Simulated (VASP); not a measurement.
# Sr2Ag (I4/mcm) in VASP: single point with PBE

Aim: the single point of Sr2Ag with PBE.

Everything below comes from runs of VASP 6.6.1. Logs are shortened: lines on timing, memory, paths and dates and some standing lists are left out, and cuts for length are marked.

### Step 1. The crystal as given

The structure is tetragonal, space group I4/mcm (No. 140). The conventional cell has a = 7.627 Å, b = 7.627 Å, c = 5.872 Å, α = 90.00°, β = 90.00°, γ = 90.00°. Sr (site symmetry m2m) is surrounded by 4 Ag at 3.22 Å and 3 Sr at 3.42 to 3.54 Å. Ag (site symmetry 422) is surrounded by 2 Ag at 2.94 Å and 8 Sr at 3.22 Å.

The cell was built by a generator and needn't be a form met in nature.

### Step 2. Single point, PBE

INCAR reads:

```
SYSTEM = Sr2Ag
PREC = Accurate
ENCUT = 520
EDIFF = 1E-6
ISMEAR = -1
SIGMA = 0.1
LREAL = .FALSE.
LASPH = .TRUE.
NELM = 100
ALGO = Fast
ISIF = 2
LWAVE = .FALSE.
LCHARG = .TRUE.
GGA = PE
LELF = .TRUE.
LVHAR = .TRUE.
NBANDS = 40
```

KPOINTS reads:

```
regular mesh
0
G
  7 7 7
  0 0 0
```

POSCAR reads:

```
Sr2Ag
1.0
    0.0000000000      0.0000000000      5.8717950000
    3.8135520000     -3.8135520000      2.9358980000
    3.8135520000      3.8135520000     -2.9358980000
Sr Ag
4 2
Direct
    0.6585000000      0.5000000000      0.8170000000
    0.1585000000      0.1830000000      0.5000000000
    0.3415000000      0.5000000000      0.1830000000
    0.8415000000      0.8170000000      0.5000000000
    0.2500000000      0.0000000000      0.0000000000
    0.7500000000      0.0000000000      0.0000000000
```

Potentials or basis: VASP PAW PBE potentials, release 64 (Sr_sv, Ag).

On the command line:

```
> cat potpaw_PBE.64/Sr_sv/POTCAR potpaw_PBE.64/Ag/POTCAR > POTCAR
> mpirun -np 1 vasp_std > vasp.out
```

OUTCAR:

```text
SYSTEM = Sr2Ag
   PREC = Accurate
   ENCUT = 520
   EDIFF = 1E-6
   ISMEAR = -1
   LREAL = .FALSE.
   LASPH = .TRUE.
   NELM = 100
   ISIF = 2
   GGA = PE

 ion  position               nearest neighbor table
   1  0.658  0.500  0.817-   5 3.22   5 3.22   6 3.22   6 3.22   3 3.42   3 3.54   3 3.54   4 3.80
                             2 3.80   2 3.80   4 3.80   4 4.06   4 4.06   2 4.06   2 4.06
   2  0.158  0.183  0.500-   6 3.22   6 3.22   5 3.22   5 3.22   4 3.42   4 3.54   4 3.54   3 3.80
                             1 3.80   1 3.80   3 3.80   3 4.06   3 4.06   1 4.06   1 4.06
   3  0.342  0.500  0.183-   6 3.22   6 3.22   5 3.22   5 3.22   1 3.42   1 3.54   1 3.54   2 3.80
                             4 3.80   4 3.80   2 3.80   2 4.06   2 4.06   4 4.06   4 4.06
   4  0.842  0.817  0.500-   5 3.22   5 3.22   6 3.22   6 3.22   2 3.42   2 3.54   2 3.54   1 3.80
                             3 3.80   3 3.80   1 3.80   1 4.06   1 4.06   3 4.06   3 4.06
   5  0.250  0.000  0.000-   6 2.94   6 2.94   1 3.22   4 3.22   4 3.22   1 3.22   3 3.22   2 3.22
                             2 3.22   3 3.22
   6  0.750  0.000  0.000-   5 2.94   5 2.94   3 3.22   2 3.22   3 3.22   2 3.22   4 3.22   1 3.22
                             4 3.22   1 3.22

  LATTYP: Found a body centered tetragonal cell.
 ALAT       =     7.6271040000
 C/A-ratio  =     0.7698590448

  Lattice vectors:

 A1 = (   3.8135520000,  -3.8135520000,  -2.9358970000)
 A2 = (  -3.8135520000,   3.8135520000,  -2.9358980000)
 A3 = (   3.8135520000,   3.8135520000,   2.9358970000)

Analysis of symmetry for initial positions (statically):
=====================================================================
 Subroutine PRICEL returns:
 Original cell was already a primitive cell.

 Routine SETGRP: Setting up the symmetry group for a
 body centered tetragonal supercell.

 Subroutine GETGRP returns: Found 16 space group operations
 (whereof  8 operations were pure point group operations)
 out of a pool of 16 trial point group operations.

The static configuration has the point symmetry C_4h.
 The point group associated with its full space group is D_4h.

Analysis of symmetry for dynamics (positions and initial velocities):
=====================================================================
 Subroutine PRICEL returns:
 Original cell was already a primitive cell.

 Routine SETGRP: Setting up the symmetry group for a
 body centered tetragonal supercell.

 Subroutine GETGRP returns: Found 16 space group operations
 (whereof  8 operations were pure point group operations)
 out of a pool of 16 trial point group operations.

The dynamic configuration has the point symmetry C_4h.
 The point group associated with its full space group is D_4h.

 Subroutine INISYM returns: Found 16 space group operations
 (whereof  8 operations are pure point group operations),
 and found     1 'primitive' translations

----------------------------------------------------------------------------------------

                                     Primitive cell

  volume of cell :     170.7891

  direct lattice vectors                    reciprocal lattice vectors
     0.000000000  0.000000000  5.871795000     0.000000000  0.131111385  0.170305673
     3.813552000 -3.813552000  2.935898000     0.131111363 -0.131111363  0.000000000
     3.813552000  3.813552000 -2.935898000     0.131111363  0.131111363  0.000000000

  length of vectors
     5.871795000  6.140509326  6.140509326     0.214928401  0.185419468  0.185419468

  position of ions in fractional coordinates (direct lattice)
     0.658500000  0.500000000  0.817000000
     0.158500000  0.183000000  0.500000000
     0.341500000  0.500000000  0.183000000
     0.841500000  0.817000000  0.500000000
     0.250000000  0.000000000  0.000000000
     0.750000000  0.000000000  0.000000000

  ion indices of the primitive-cell ions
   primitive index   ion index
                 1           1
                 2           2
                 3           3
                 4           4
                 5           5
                 6           6

----------------------------------------------------------------------------------------

 KPOINTS: regular mesh

Automatic generation of k-mesh.
 Grid dimensions read from file:
 generate k-points for:    7    7    7

 Generating k-lattice:

  Cartesian coordinates                     Fractional coordinates (reciprocal lattice)
     0.000000000  0.018730198  0.024329382     0.142857143  0.000000000  0.000000000
     0.018730195 -0.018730195  0.000000000     0.000000000  0.142857143  0.000000000
     0.018730195  0.018730195  0.000000000     0.000000000  0.000000000  0.142857143

  Length of vectors
     0.030704057  0.026488495  0.026488495

  Shift w.r.t. Gamma in fractional coordinates (k-lattice)
     0.000000000  0.000000000  0.000000000

 Subroutine IBZKPT returns following result:
 ===========================================

 Found     40 irreducible k-points:

 Following reciprocal coordinates:
            Coordinates               Weight
  0.000000  0.000000  0.000000      1.000000
  0.142857  0.000000  0.000000      8.000000
  0.285714  0.000000  0.000000      8.000000
  0.428571  0.000000  0.000000      8.000000
  0.000000  0.142857  0.000000      4.000000
  0.285714  0.142857  0.000000      8.000000
[... 16 lines left out ...]
 -0.285714  0.285714  0.142857      8.000000
  0.000000  0.428571  0.142857      8.000000
 [... further k-points ...]
   k-points           NKPTS =     40   k-points in BZ     NKDIM =     40   number of bands    NBANDS=     40
   number of dos      NEDOS =    301   number of ions     NIONS =      6
   total plane-waves  NPLWV = 110592
   dimension x,y,z NGX =    48 NGY =   48 NGZ =   48
   dimension x,y,z NGXF=    96 NGYF=   96 NGZF=   96
   ions per type =               4   2
   NGX,Y,Z   is equivalent  to a cutoff of  13.59, 13.00, 13.00 a.u.
   NGXF,Y,Z  is equivalent  to a cutoff of  27.18, 25.99, 25.99 a.u.
 SYSTEM =  Sr2Ag
   PREC   = accura    normal or accurate (medium, high low for compatibility)
   ISTART =      0    job   : 0-new  1-cont  2-samecut
   ICHARG =      2    charge: 1-file 2-atom 10-const
   ISPIN  =      1    spin polarized calculation?
   LNONCOLLINEAR =      F non collinear calculations
   LSORBIT =      F    spin-orbit coupling
   LASPH  =      T    aspherical Exc in radial PAW
   ENCUT  =  520.0 eV  38.22 Ry    6.18 a.u.  10.92 11.42 11.42*2*pi/ulx,y,z
   NELM   =    100;   NELMIN=  2; NELMDL= -5     # of ELM steps
   EDIFF  = 0.1E-05   stopping-criterion for ELM
[... 8 lines left out ...]
   TEBEG  =    0.0;   TEEND  =   0.0 temperature during run
   PSTRESS=    0.0 pullay stress
   NELECT =      62.0000    total number of electrons
   NUPDOWN=      -1.0000    fix difference up-down
   EMIN   =  10.00;   EMAX   =-10.00  energy-range for DOS
   EFERMI =   0.00;   METHOD = LEGACY
   ISMEAR =    -1;   SIGMA  =   0.10  broadening in eV -4-tet -1-fermi 0-gaus
   EFERMI_NEDOS =   21; number of points for ismear=-14 and -15
   IALGO  =     68    algorithm
   IMIX   =      4    mixing-type and parameters
     AMIX     =   0.40;   BMIX     =  1.00
     AMIX_MAG =   1.60;   BMIX_MAG =  1.00
  volume/ion in A,a.u.               =      28.46       192.09
  Fermi-wavevector in a.u.,A,eV,Ry     =   1.167845  2.206908 18.556478  1.363863
  Thomas-Fermi vector in A             =   2.304340
   LORBIT       =      0    0 simple, 1 ext, 2 COOP (PROOUT), +10 PAW based schemes
   GGA     = PE    functional components
   LHFCALC =     F    Hartree Fock is set to
   AEXX    =    0.0000 exact exchange contribution
   IVDW    =     0    specifies the selected vdW correction
   LEPSILON=     F    determine dielectric tensor
   LRPA    =     F    only Hartree local field effects (RPA)
 non-spin polarized calculation
 RMM-DIIS sequential band-by-band and
  energy-cutoff  :      520.00
  volume of cell :      170.79
 maximum number of plane-waves:      4631
 NGX is ok and might be reduce to    48
   NGX = 21   NGY = 23   NGZ = 23

 number of electron      62.0000006 magnetization

 Free energy of the ion-electron system (eV)
  ---------------------------------------------------
  ext. energy  EPLUGINS =         0.00000000
  ---------------------------------------------------
  free energy    TOTEN  =       -11.42132879 eV

  energy without entropy =      -11.23671963  energy(sigma->0) =      -11.32902421

 E-fermi :   4.6780     XC(G=0):  -9.5963

 val. band max:        4.6602192965   @ k =   0.1429  -0.4286   0.4286
 cond. band min:       4.6880846160   @ k =   0.4286  -0.2857   0.1429
 fundamental gap:      0.0278653194
 Fermi energy:         4.6779573580

 k-point     1 :       0.0000    0.0000    0.0000
  band No.  band energies     occupation
      1     -31.1797      2.00000
      2     -31.1125      2.00000
      3     -31.0542      2.00000
      4     -31.0542      2.00000
      5     -13.5378      2.00000
      6     -13.5319      2.00000
[... 32 lines left out ...]
     39       7.6857      0.00000
     40       7.8005      0.00000

 k-point     2 :       0.1429    0.0000    0.0000
  band No.  band energies     occupation
      1     -31.1728      2.00000
      2     -31.1121      2.00000
      3     -31.0579      2.00000
      4     -31.0578      2.00000
      5     -13.5774      2.00000
      6     -13.5344      2.00000
[... 32 lines left out ...]
     39       7.7247      0.00000
     40       7.7623      0.00000

 k-point     3 :       0.2857    0.0000    0.0000
  band No.  band energies     occupation
      1     -31.1544      2.00000
      2     -31.1110      2.00000
      3     -31.0685      2.00000
      4     -31.0670      2.00000
      5     -13.6268      2.00000
      6     -13.5760      2.00000
[... 853 lines left out ...]
  band No.  band energies     occupation
      1     -31.1425      2.00000
      2     -31.1032      2.00000
      3     -31.0911      2.00000
      4     -31.0642      2.00000
      5     -13.6472      2.00000
      6     -13.4954      2.00000
[... 32 lines left out ...]
     39       6.7706      0.00000
     40       7.4715      0.00000

 k-point    24 :       0.0000    0.4286    0.1429
  band No.  band energies     occupation
      1     -31.1513      2.00000
      2     -31.1084      2.00000
      3     -31.0826      2.00000
      4     -31.0585      2.00000
      5     -13.5896      2.00000
      6     -13.5643      2.00000
[... 32 lines left out ...]
     39       7.4445      0.00000
     40       7.6841      0.00000

 [... further k-points ...]

------------------------ aborting loop because EDIFF is reached ----------------------------------------

  FORCE on cell =-STRESS in cart. coord.  units (eV):
  Direction    XX          YY          ZZ          XY          YZ          ZX
  --------------------------------------------------------------------------------------
  -------------------------------------------------------------------------------------
  Total       10.3853783     10.3853783     12.1624960      0.0000000     -0.0000014      0.0000000
  in kB       97.4255075     97.4255075    114.0966957      0.0000000     -0.0000128      0.0000000
  external PRESSURE =     102.9825702 kB  Pullay stress =       0.0000000 kB

 VOLUME and BASIS-vectors are now :
 -----------------------------------------------------------------------------
  energy-cutoff  :      520.00
  volume of cell :      170.79
      direct lattice vectors                 reciprocal lattice vectors
     0.000000000  0.000000000  5.871795000     0.000000000  0.131111385  0.170305673
     3.813552000 -3.813552000  2.935898000     0.131111363 -0.131111363  0.000000000
     3.813552000  3.813552000 -2.935898000     0.131111363  0.131111363  0.000000000

 POSITION                                       TOTAL-FORCE (eV/Angst)
 -----------------------------------------------------------------------------------
      5.02245      1.20890      2.93590         0.369776      0.369776     -0.000000
      2.60466      1.20890     -0.00000        -0.369776      0.369776     -0.000000
      2.60466     -1.20890      2.93590        -0.369776     -0.369776      0.000000
      5.02245     -1.20890      5.87180         0.369776     -0.369776      0.000000
      0.00000      0.00000      1.46795        -0.000000      0.000000     -0.000000
      0.00000      0.00000      4.40385         0.000000      0.000000     -0.000000
 -----------------------------------------------------------------------------------
    total drift:                               -0.000000     -0.000000      0.000000

  FREE ENERGIE OF THE ION-ELECTRON SYSTEM (eV)
  ---------------------------------------------------
  free  energy   TOTEN  =       -11.4213287859 eV

  energy  without entropy=      -11.2367196333  energy(sigma->0) =      -11.32902421
```

Wall time 5.6 min (1 thread of AMD EPYC 9R45 (Zen 5), shared host); peak memory 0.42 GiB.

Results:

| Property | Result |
| --- | --- |
| Free energy | -11.4213 eV |
| Pressure | 10.3 GPa |
| Largest force | 0.523 eV/Å |
| Band gap on the k mesh | none (metal or under the smearing width) |

Forces in eV/Å, atoms in the order of the input:
```
Sr   0.370  0.370  0.000
Sr  -0.370  0.370  0.000
Sr  -0.370 -0.370  0.000
Sr   0.370 -0.370  0.000
Ag   0.000  0.000  0.000
Ag   0.000  0.000  0.000
```

Levels at points of the mesh, in eV from the Fermi level:
| k point | band 29 | band 30 | band 31 | band 32 | band 33 | band 34 |
| --- | --- | --- | --- | --- | --- | --- |
| (0.00, 0.00, 0.00) | -0.76 | -0.06 | -0.06 | 0.13 | 0.24 | 0.24 |
